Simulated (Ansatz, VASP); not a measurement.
# PtC in two plane-wave programs, part 2 of 2

Wanted: the spread between two codes on one cell, functional and k mesh. The cell is generated by rule, not measured, and may not be a known phase. Of the first pair: The cell is taken from a series of runs on this material, whose earlier steps may have relaxed, scaled, displaced or heated it; both programs get it as it stands.

VASP 6.6.1 and Ansatz 0.2.0.

So far: The structure; Ansatz: relaxation of cell and atoms, PBEsol, pair 1.

**3. VASP: relaxation of cell and atoms, PBEsol, pair 1**

Level of this step: PBEsol; plane waves and PAW (Pt, C); invented cell (VASP).

The same cell, functional, mesh and smearing now go to VASP, with its own data sets.

Lines of VASP's logs that name or quote its potential files are left out, and so is its time.

INCAR

```
SYSTEM = PtC
PREC = Accurate
ENCUT = 600
EDIFF = 1E-07
NELM = 120
ISMEAR = 1
SIGMA = 0.2
LREAL = .FALSE.
ALGO = Normal
GGA = PS
NBANDS = 36
LASPH = .TRUE.
LORBIT = 11
LWAVE = .FALSE.
LCHARG = .FALSE.
ISIF = 3
IBRION = 2
NSW = 80
EDIFFG = -0.005
GGA_COMPAT = .FALSE.
NELMIN = 4
KPAR = 2
```

POSCAR

```
PtC
1.0
    8.0127870000      0.0000000000      0.0000000000
    0.0000000000      3.0903360000      0.0000000000
    0.0000000000      0.0000000000      3.5978910000
Pt C
4 4
Direct
    0.4999999688      0.5000000000      0.4999998610
    0.9999999688      0.5000000000      0.4999998610
    0.2499999688      1.0000000000      0.0878414604
    0.7499999688      1.0000000000      0.9121582616
    0.7499999688      0.5000000000      0.2980719816
    0.2499999688      0.5000000000      0.7019277404
    0.4999999688      1.0000000000      0.9999998610
    0.9999999688      1.0000000000      0.9999998610
```

KPOINTS

```
Automatic mesh
0
Gamma
6 12 10
0 0 0
```

PAW data sets: Pt and C (PBE family, release 64).

The run is started by

```bash
mpirun -np 2 vasp_std
```

Numbers of over 12 decimals in the logs are rounded to 6 here.

Output:

```text
[banner, memory and clock lines left out]
running    2 mpi-ranks, on    1 nodes
 distrk:  each k-point on    1 cores,    2 groups
 distr:  one band on    1 cores,    1 groups

 POSCAR found type information on POSCAR PtC
 POSCAR found :  2 types and       8 ions
|                                                                             |
|               ----> ADVICE to this user running VASP <----                  |
|                                                                             |
|     You enforced a specific xc type in the INCAR file but a different       |
|     [... a line on the potential file left out ...]
|     I HOPE YOU KNOW WHAT YOU ARE DOING!                                     |
|                                                                             |

 LDA part: xc-table for (Slater+PW92), standard interpolation
 POSCAR, INCAR and KPOINTS ok, starting setup
 FFT: planning ... GRIDC
 FFT: planning ... GRID_SOFT
 FFT: planning ... GRID
 WAVECAR not read
 entering main loop
       N       E                     dE             d eps       ncg     rms          rms(c)
DAV:   1     0.345311119080E+03    0.34531E+03   -0.31542E+04 12096   0.169E+03
DAV:   2    -0.407105569852E+02   -0.38602E+03   -0.37075E+03 13604   0.336E+02
DAV:   3    -0.628519018376E+02   -0.22141E+02   -0.21268E+02 14816   0.719E+01
DAV:   4    -0.634244831452E+02   -0.57258E+00   -0.56863E+00 13780   0.118E+01
DAV:   5    -0.634354955843E+02   -0.11012E-01   -0.11006E-01 14388   0.158E+00    0.432E+01
DAV:   6    -0.572566051053E+02    0.61789E+01   -0.44237E+01 14448   0.428E+01    0.210E+01
DAV:   7    -0.560181337605E+02    0.12385E+01   -0.98444E+00 12900   0.210E+01    0.116E+01
DAV:   8    -0.558504730175E+02    0.16766E+00   -0.76282E-01 13016   0.528E+00    0.251E+00
DAV:   9    -0.558094975413E+02    0.40975E-01   -0.12918E-01 13660   0.239E+00    0.659E-01
DAV:  10    -0.558088153419E+02    0.68220E-03   -0.19477E-02 13080   0.926E-01    0.374E-01
DAV:  11    -0.558088546073E+02   -0.39265E-04   -0.70258E-04 13868   0.157E-01    0.188E-01
DAV:  12    -0.558088202324E+02    0.34375E-04   -0.14781E-04 13992   0.664E-02    0.180E-02
DAV:  13    -0.558088197105E+02    0.52194E-06   -0.13466E-05 14108   0.230E-02    0.705E-03
DAV:  14    -0.558088191112E+02    0.59929E-06   -0.14914E-06 13936   0.635E-03    0.271E-03
DAV:  15    -0.558088190038E+02    0.10738E-06   -0.31381E-07 10320   0.305E-03    0.128E-03
DAV:  16    -0.558088189747E+02    0.29093E-07   -0.57620E-08  6292   0.144E-03
   1 F= -.55808819E+02 E0= -.55810281E+02  d E =-.558088E+02
[...]
2 F= -.55808838E+02 E0= -.55810274E+02  d E =-.185937E-04
[...]
3 F= -.55808908E+02 E0= -.55810357E+02  d E =-.892952E-04
[...]
4 F= -.55808910E+02 E0= -.55810355E+02  d E =-.202111E-05
 trial-energy change:   -0.000002  1 .order   -0.000002   -0.000060    0.000056
 step:   0.4672(harm=  0.4672)  dis= 0.00031  next Energy=   -55.808924 (dE=-0.155E-04)
 bond charge predicted
       N       E                     dE             d eps       ncg     rms          rms(c)
DAV:   1    -0.558089707571E+02   -0.60565E-04   -0.23425E-03 12104   0.278E-01    0.519E-02
DAV:   2    -0.558089320939E+02    0.38663E-04   -0.19413E-04 13024   0.969E-02    0.252E-02
DAV:   3    -0.558089259723E+02    0.61216E-05   -0.15640E-05 14052   0.249E-02    0.149E-02
DAV:   4    -0.558089244222E+02    0.15501E-05   -0.92129E-06 13452   0.167E-02    0.577E-03
DAV:   5    -0.558089241297E+02    0.29253E-06   -0.10541E-06 13492   0.929E-03    0.300E-03
DAV:   6    -0.558089240196E+02    0.11012E-06   -0.37894E-07 11160   0.352E-03    0.126E-03
DAV:   7    -0.558089239353E+02    0.84290E-07   -0.67952E-08  6108   0.153E-03
   5 F= -.55808924E+02 E0= -.55810370E+02  d E =-.156654E-04
 curvature:  -0.28 expect dE=-0.180E-05 dE for cont linesearch -0.805E-08
 trial: gam= 0.13968 g(F)=  0.117E-06 g(S)=  0.644E-05 ort =-0.151E-05 (trialstep = 0.818E+00)
 search vector abs. value=  0.765E-05
 reached required accuracy - stopping structural energy minimisation
```

Parts of OUTCAR (step 3):

```text
ion  position               nearest neighbor table
   1  0.500  0.500  0.500-   5 2.13   6 2.13   7 2.37   7 2.37   7 2.37   7 2.37   3 2.93   4 2.93
                             3 2.93   4 2.93   3 3.30   3 3.30   4 3.30   4 3.30
   2  1.000  0.500  0.500-   5 2.13   6 2.13   8 2.37   8 2.37   8 2.37   8 2.37   3 2.93   4 2.93
                             3 2.93   4 2.93   3 3.30   3 3.30   4 3.30   4 3.30
   3  0.250  0.000  0.088-   7 2.03   8 2.03   6 2.08   6 2.08   6 2.70   6 2.70   2 2.93   1 2.93
                             2 2.93   1 2.93   1 3.30   2 3.30   1 3.30   2 3.30
   4  0.750  0.000  0.912-   7 2.03   8 2.03   5 2.08   5 2.08   5 2.70   5 2.70   1 2.93   2 2.93
                             1 2.93   2 2.93   1 3.30   2 3.30   1 3.30   2 3.30
   5  0.750  0.500  0.298-   4 2.08   4 2.08   1 2.13   2 2.13   4 2.70   4 2.70
   6  0.250  0.500  0.702-   3 2.08   3 2.08   1 2.13   2 2.13   3 2.70   3 2.70
   7  0.500  0.000  1.000-   3 2.03   4 2.03   1 2.37   1 2.37   1 2.37   1 2.37
   8  1.000  0.000  1.000-   3 2.03   4 2.03   2 2.37   2 2.37   2 2.37   2 2.37

  LATTYP: Found a simple orthorhombic cell.
 ALAT       =     3.0903360000
 B/A-ratio  =     1.1642394225
 C/A-ratio  =     2.5928530102

 Subroutine GETGRP returns: Found  8 space group operations
 (whereof  4 operations were pure point group operations)

The static configuration has the point symmetry C_2h.
 The point group associated with its full space group is D_2h.

 Found    168 irreducible k-points:

   k-points           NKPTS =    168   k-points in BZ     NKDIM =    168   number of bands    NBANDS=     36

   dimension x,y,z NGX =    64 NGY =   28 NGZ =   30
   dimension x,y,z NGXF=   128 NGYF=   56 NGZF=   60

   ENCUT  =  600.0 eV  44.10 Ry    6.64 a.u.  16.00  6.17  7.19*2*pi/ulx,y,z

   NELECT =      56.0000    total number of electrons

 k-points in reciprocal lattice and weights: Automatic mesh
   0.00000000  0.00000000  0.00000000       0.001
   0.16666667  0.00000000  0.00000000       0.003
   0.33333333  0.00000000  0.00000000       0.003
   0.50000000  0.00000000  0.00000000       0.001
   0.00000000  0.08333333  0.00000000       0.003
   0.16666667  0.08333333  0.00000000       0.006
   0.33333333  0.08333333  0.00000000       0.006
   0.50000000  0.08333333  0.00000000       0.003
   0.00000000  0.16666667  0.00000000       0.003
[...]
0.33333333  0.50000000  0.50000000       0.003
   0.50000000  0.50000000  0.50000000       0.001

 average (electrostatic) potential at core
       1 -64.0924       2 -64.0924       3 -64.8172       4 -64.8172       5 -45.5117
       6 -45.5117       7 -46.1704       8 -46.1704

 E-fermi :  10.5128

 k-point     1 :       0.0000    0.0000    0.0000
  band No.  band energies     occupation
    ...
     25       8.5887      2.00000
     26       9.1998      2.00000
     27       9.3307      2.00000
     28      10.0542      2.00555
     29      10.2316      2.06309
     30      11.3735     -0.00000
     31      11.5044     -0.00000
     32      11.7234     -0.00000
     33      11.7869     -0.00000
     34      11.8360     -0.00000
    ...

 k-point     2 :       0.1667    0.0000    0.0000
  band No.  band energies     occupation
    ...
     25       8.5630      2.00000
     26       9.3388      2.00000
     27       9.6049      2.00000
     28      10.0342      2.00369
     29      10.3920      1.84359
     30      11.2870     -0.00000
     31      11.6646     -0.00000
     32      11.7231     -0.00000
     33      11.7387     -0.00000
     34      11.8072     -0.00000
    ...

 k-point     3 :       0.3333    0.0000    0.0000
  band No.  band energies     occupation
    ...
     25       9.0562      2.00000
     26       9.3557      2.00000
     27      10.0322      2.00353
     28      10.2188      2.05793
     29      10.4672      1.37538
     30      11.3185     -0.00000
     31      11.3214     -0.00000
     32      11.5548     -0.00000
     33      12.0345     -0.00000
     34      12.0822     -0.00000
    ...

  Total        0.0227848      0.0091583     -0.0215482      0.0000000      0.0000000      0.0000000
  in kB        0.4096830      0.1646710     -0.3874481      0.0000000      0.0000000      0.0000000
  external PRESSURE =       0.0623020 kB  Pullay stress =       0.0000000 kB

  energy-cutoff  :      600.00
  volume of cell :       89.11
      direct lattice vectors                 reciprocal lattice vectors
     8.011888840  0.000000000 -0.000000000     0.124814513  0.000000000 -0.000000000
     0.000000000  3.091099859  0.000000000     0.000000000  0.323509445  0.000000000
     0.000000000  0.000000000  3.597987627     0.000000000  0.000000000  0.277933140

 POSITION                                       TOTAL-FORCE (eV/Angst)
 -----------------------------------------------------------------------------------
      4.00594      1.54555      1.79899         0.000000     -0.000000      0.000000
      8.01189      1.54555      1.79899         0.000000     -0.000000      0.000000
      2.00297      0.00000      0.31735         0.000000     -0.000000      0.001080
      6.00892      0.00000      3.28063        -0.000000      0.000000     -0.001080
      6.00892      1.54555      1.07368         0.000000     -0.000000      0.000218
      2.00297      1.54555      2.52431        -0.000000     -0.000000     -0.000218
      4.00594      0.00000      3.59799        -0.000000     -0.000000      0.000000
      8.01189      0.00000      3.59799        -0.000000     -0.000000      0.000000
 -----------------------------------------------------------------------------------
    total drift:                                0.000091      0.000000      0.001048

  FREE ENERGIE OF THE ION-ELECTRON SYSTEM (eV)
  ---------------------------------------------------
  free  energy   TOTEN  =       -55.8089239353 eV

  energy  without entropy=      -55.8132629001  energy(sigma->0) =      -55.81037026

 reached required accuracy - stopping structural energy minimisation

 total charge
# of ion       s       p       d       tot
------------------------------------------
    1        0.656   0.680   8.056   9.391
    2        0.656   0.680   8.056   9.391
    3        0.759   0.772   8.102   9.632
    4        0.759   0.772   8.102   9.632
    5        0.861   1.385   0.000   2.246
    6        0.861   1.385   0.000   2.246
    7        0.878   1.335   0.000   2.212
    8        0.878   1.335   0.000   2.212
--------------------------------------------------
tot          6.307   8.341  32.316  46.965

[... 3 further parts left out ...]
```

CONTCAR:

```
PtC
   1.00000000000000
     8.0118888399612587    0.0000000000000000   -0.0000000000000000
     0.0000000000000000    3.0910998593022572    0.0000000000000000
     0.0000000000000000    0.0000000000000000    3.5979876267231838
  Pt              C
     4     4
Direct
     0.4999999687999974    0.5000000000000000    0.4999998609999992
     0.9999999687999974    0.5000000000000000    0.4999998609999992
     0.2499999687999974    0.0000000000000000    0.0882029559566304
     0.7499999687999974    0.0000000000000000    0.9117967660433680
     0.7499999687999974    0.5000000000000000    0.2984100230108999
     0.2499999687999974    0.5000000000000000    0.7015896989891055
     0.4999999687999974    0.0000000000000000    0.9999998609999992
     0.9999999687999974    0.0000000000000000    0.9999998609999992
```

The run keeps the 8 symmetry operations of its start, so it cannot find a distortion of lower symmetry.

**4. Side by side**

Known differences besides the potentials themselves: the data sets hold 88 valence electrons in Ansatz (on its default PAW (the set named soft_2) files) and 56 in VASP; the cutoff is 420 eV in Ansatz and 600 eV in VASP; Ansatz makes its cores anew for this functional, VASP keeps those of its PBE data sets; Ansatz adds a Pulay correction to the stress that steers its cell, VASP none. Total energies have different zeros and are not compared.

Both answers:

```tsv
quantity	Ansatz	VASP	difference
volume (Å³)	89.11	89.11	+0.01 %
edge a after relaxation, in the typed setting (Å)	8.011	8.012	-0.01 %
edge b after relaxation, in the typed setting (Å)	3.091	3.091	+0.00 %
edge c after relaxation, in the typed setting (Å)	3.599	3.598	+0.02 %
```

**5. VASP: relaxation of cell and atoms, PBEsol, pair 2**

The relaxed volume is the usual yardstick between codes: in a stiff, nearly cubic crystal its relative difference is about their pressure difference at one cell divided by the bulk modulus. Its start cell is another than that of the pair before, and may be another structure of the material.

INCAR is that of step 3.

POSCAR

```
PtC
1.0
    0.0000000000     -2.5610145897     -2.5610145897
    0.0000000000      2.5610145897     -2.5610145897
    7.2362275343      0.0000000000      0.0000000000
Pt C
4 4
Direct
    0.4381249785      0.4381249785      0.7500000424
    0.5618750215      0.5618750215      0.2500000424
    0.9381249785      0.0618750215      0.5000000424
    0.0618750215      0.9381249785      0.0000000424
    0.6664484884      0.3335515116      0.0000000424
    0.3335515116      0.6664484884      0.5000000424
    0.8335515116      0.8335515116      0.7500000424
    0.1664484884      0.1664484884      0.2500000424
```

KPOINTS

```
Automatic mesh
0
Gamma
12 12 4
0 0 0
```

The run is started by

```bash
mpirun -np 2 vasp_std
```

Output:

```text
[banner, memory and clock lines left out]
running    2 mpi-ranks, on    1 nodes
[...]
[... a notice as in an earlier step ...]

 LDA part: xc-table for (Slater+PW92), standard interpolation
 POSCAR, INCAR and KPOINTS ok, starting setup
[...]
entering main loop
       N       E                     dE             d eps       ncg     rms          rms(c)
DAV:   1     0.346237367449E+03    0.34624E+03   -0.30986E+04  6048   0.167E+03
DAV:   2    -0.404483698115E+02   -0.38669E+03   -0.37209E+03  6848   0.336E+02
DAV:   3    -0.632720599606E+02   -0.22824E+02   -0.21981E+02  7476   0.725E+01
DAV:   4    -0.638640231967E+02   -0.59196E+00   -0.58858E+00  6704   0.123E+01
[...]
DAV:  13    -0.560721333418E+02    0.91877E-06   -0.23230E-05  6356   0.266E-02    0.222E-03
DAV:  14    -0.560721334939E+02   -0.15208E-06   -0.56455E-07  6692   0.380E-03    0.924E-04
DAV:  15    -0.560721335370E+02   -0.43129E-07   -0.22025E-08  3200   0.823E-04
   1 F= -.56072134E+02 E0= -.56070816E+02  d E =-.560721E+02
[... from here on, the cycles between the ionic steps are left out ...]
   2 F= -.56072138E+02 E0= -.56070819E+02  d E =-.486761E-05
   3 F= -.56072145E+02 E0= -.56070827E+02  d E =-.115632E-04
   4 F= -.56072152E+02 E0= -.56070832E+02  d E =-.725327E-05
   5 F= -.56072152E+02 E0= -.56070832E+02  d E =-.734087E-05
   6 F= -.56072161E+02 E0= -.56070837E+02  d E =-.847404E-05
   7 F= -.56072169E+02 E0= -.56070836E+02  d E =-.161356E-04
[...]
reached required accuracy - stopping structural energy minimisation
```

From OUTCAR (step 5):

```text
  Total        0.0046807     -0.0063866     -0.0063866      0.0000000      0.0000000      0.0000000
  in kB        0.0789405     -0.1077112     -0.1077112      0.0000000      0.0000000      0.0000000
  external PRESSURE =      -0.0454940 kB  Pullay stress =       0.0000000 kB

 POSITION                                       TOTAL-FORCE (eV/Angst)
 -----------------------------------------------------------------------------------
      5.42342     -0.00000     -2.24602         0.000000      0.000000      0.004497
      1.80781     -0.00000     -2.87987         0.000000      0.000000     -0.004497
      3.61561     -2.24602     -2.56294         0.000000      0.004497     -0.000000
      0.00000      2.24602     -2.56294         0.000000     -0.004497     -0.000000
      0.00000     -0.85420     -2.56294        -0.000000     -0.002963     -0.000000
      3.61561      0.85420     -2.56294        -0.000000      0.002963     -0.000000
      5.42342     -0.00000     -4.27168        -0.000000      0.000000      0.002963
      1.80781     -0.00000     -0.85420        -0.000000      0.000000     -0.002963
 -----------------------------------------------------------------------------------
    total drift:                               -0.000111     -0.000000      0.000000

  FREE ENERGIE OF THE ION-ELECTRON SYSTEM (eV)
  ---------------------------------------------------
  free  energy   TOTEN  =       -56.0721685767 eV

  energy  without entropy=      -56.0681718625  energy(sigma->0) =      -56.07083634

[... 1 part as in an earlier step ...]

[... 3 further parts left out ...]
[key lines of the parts left out:]
E-fermi :   9.4656
```

**6. Ansatz: relaxation of cell and atoms, PBEsol, pair 2**

Its own start cell and the same functional, mesh and smearing now go to Ansatz, which takes its cutoff from its data sets.

The two relaxations start from unlike cells of this crystal, so only their ends are compared.

input.yaml

```yaml
crystal:
  lattice:
    - [0.0, -2.2083183167, -2.2083183167]
    - [0.0, 2.2083183167, -2.2083183167]
    - [8.833273267, 0.0, 0.0]
  atoms:
    - { symbol: Pt, position: [0.5026440037, 0.5026440037, 0.75] }
    - { symbol: Pt, position: [0.4973559963, 0.4973559963, 0.25] }
    - { symbol: Pt, position: [0.0026440037, -0.0026440037, 0.5] }
    - { symbol: Pt, position: [-0.0026440037, 0.0026440037, 0.0] }
    - { symbol: C, position: [0.5498116595, 0.4501883405, 0.0] }
    - { symbol: C, position: [0.4501883405, 0.5498116595, 0.5] }
    - { symbol: C, position: [-0.0498116595, -0.0498116595, 0.75] }
    - { symbol: C, position: [0.0498116595, 0.0498116595, 0.25] }
kpoints:
  mp_grid: { grid: [12, 12, 4] }
hamiltonian:
  xc: pbesol
scf:
  occupations: { method: methfessel_paxton, width: 0.2 }
output:
  forces: true
  stress: true
  eigenvalues: true
relax:
  adjacent_minimum: "off"
  f_tol: 0.002
  max_steps: 120
  cell: { stress_tol: 0.03 }
```

The run is started by

```bash
ansatz run input.yaml --threads 4 --pin off --max-ram 7168MiB --backend cpu --events-out ev --progress --plain --runs-dir out
```

Output:

```text
[...]
Crystal: 8 atoms, lattice volume = 86.154 Å³
Basis set: ecut = 420 eV, 1717 PW (Γ), exchange–correlation on 48×48×120 points (8 copies of the dense FFT grid, shifted against one another)
Bands: 53, of which v1, the nominal top of the filled ones, is band 44 counted from 1 (43 counted from 0)
Symmetry: 8 space group operations
[...]
k-points: 84 of 576 (time reversal used)
[...]
atoms:
    - { symbol: Pt, position: [0.438268, 0.438268, 0.750000] }
    - { symbol: Pt, position: [0.561732, 0.561732, 0.250000] }
    - { symbol: Pt, position: [-0.061732, 0.061732, 0.500000] }
    - { symbol: Pt, position: [0.061732, -0.061732, 0] }
    - { symbol: C, position: [0.668051, 0.331949, 0] }
    - { symbol: C, position: [0.331949, 0.668051, 0.500000] }
    - { symbol: C, position: [-0.168051, -0.168051, 0.750000] }
    - { symbol: C, position: [0.168051, 0.168051, 0.250000] }
[key lines of the parts left out:]
SCF converged after 5 iterations
Free energy (F): -50511.662981 eV
Fermi energy:    17.962111 eV
P = ⅓ Tr σ = 0.0071 GPa (0.071 kbar)
```

**7. Side by side**

What differs besides the data sets and the points named for the pairs above, as far as they apply: the data sets hold 88 valence electrons in Ansatz (on its default PAW (the set named soft_2) files) and 56 in VASP. Total energies have different zeros and are not compared.

Both answers:

```tsv
quantity	Ansatz	VASP	difference
volume (Å³)	95.12	95.00	+0.13 %
edge a after relaxation, in the typed setting (Å)	3.632	3.624	+0.20 %
edge c after relaxation, in the typed setting (Å)	7.211	7.231	-0.28 %
```

**8. Summary of results**

| Property | Result |
| --- | --- |
| difference in edge c after relaxation, in the typed setting (relaxation of cell and atoms, PBEsol, pair 1) | 0.017 % |
| difference in edge c after relaxation, in the typed setting (relaxation of cell and atoms, PBEsol, pair 2) | -0.28 % |

In words: The difference in edge c after relaxation, in the typed setting is -0.28 % (relaxation of cell and atoms, PBEsol, pair 2), within the 1.2 % picked in this series as the mark of a large difference, as far as the stopping tolerances let one tell. The data sets hold unlike numbers of valence electrons (88 in Ansatz and 56 in VASP), so part of the differences comes from the potentials. How closely two codes agree says nothing of how well the functional describes the real material.

[Lines on the potential files, build, host, timing and source positions are cut from VASP's logs without a mark.]

[Logs are printed without paths, hosts, clocks, repeated set-up lines and the standing remarks that a program may print on its own settings, such as how far it seeks lower states.]

[Hosts, paths, dates, database ids (printed as entryN), source tags and the programs' standing remarks are cut or masked in the printed files.]
